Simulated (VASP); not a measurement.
Set up this calculation in VASP 6.6.1, as the native input.

```
Task                   : single point
Functional             : PBE
Potentials or basis    : VASP PAW PBE potentials, release 64 (Si, C)
Cutoff                 : 520 eV
k mesh                 : 10 × 10 × 10
Occupations            : gaussian, width 0.02 eV
Spin                   : no spin polarisation
Dipole correction      : no
Further INCAR settings : ALGO = Normal; EDIFF = 1e-06; NBANDS = 11
```

The structure of SiC lies in POSCAR:

```
SiC
1.0
    0.0143974215      2.1823575220      2.1679601006
    2.1823575220      0.0143974215      2.1679601006
    2.1967549435      2.1967549435      0.0000000000
Si C
1 1
Direct
    0.0006701770      0.0006701770     -0.0006701770
    0.2493298230      0.2493298230      0.2506701770
```

The cell was built by a generator and isn't the measured one.

The cell isn't the ideal one: strained cell.

The input as run:

INCAR

```
SYSTEM = SiC
ALGO = Normal ; EDIFF = 1E-6
ENCUT = 520 ; GGA = PE
ISIF = 2 ; ISMEAR = 0
LASPH = .TRUE. ; LCHARG = .FALSE.
LREAL = .FALSE. ; LWAVE = .FALSE.
NBANDS = 11 ; NELM = 100
PREC = Accurate ; SIGMA = 0.02
```

KPOINTS

```
k-points
0
G
  10 10 10
  0 0 0
```

Potentials or basis: VASP PAW PBE potentials, release 64 (Si, C).

Run with:

```bash
$ cat potpaw_PBE.64/Si/POTCAR potpaw_PBE.64/C/POTCAR > POTCAR
$ mpirun -np 1 vasp_std > vasp.out
```

Results of the run:

```
Pressure               : 3.7 GPa
Band gap on the k mesh : 1.26 eV, indirect (least direct gap 4.42 eV)
```

Wall time 18 s on 1 thread of Intel(R) Xeon(R) Platinum 8488C (Sapphire Rapids), on a shared host, peak memory 0.15 GiB.
